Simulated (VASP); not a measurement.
Given:

```yaml
crystal:
  lattice:
    - [0.00000, 3.14568, 3.14568]
    - [3.14568, 0.00000, 3.14568]
    - [3.14568, 3.14568, 0.00000]
  atoms:
    - { symbol: Mg, position: [0.25000, 0.25000, 0.25000] }
    - { symbol: Mg, position: [0.75000, 0.75000, 0.75000] }
    - { symbol: Si, position: [0.00000, 0.00000, 0.00000] }
```

Computed with PBE GGA with D4 dispersion, VASP's PBE PAW potentials (set 64) (plane waves; VASP). Run with 520 eV cut-off, Gaussian smearing of 0.050 eV, potentials Mg Si.

Problem. Estimate the band gap (along the path) with the smallest direct gap where there is one.

Solution. 
- band gap (along the path) = 0.17 eV
- smallest direct gap (along the path) = 2.05 eV

The absolute energy has meaning only against runs of the same code, potentials and settings.

The compound is Mg2Si in the antifluorite structure. It was relaxed first.
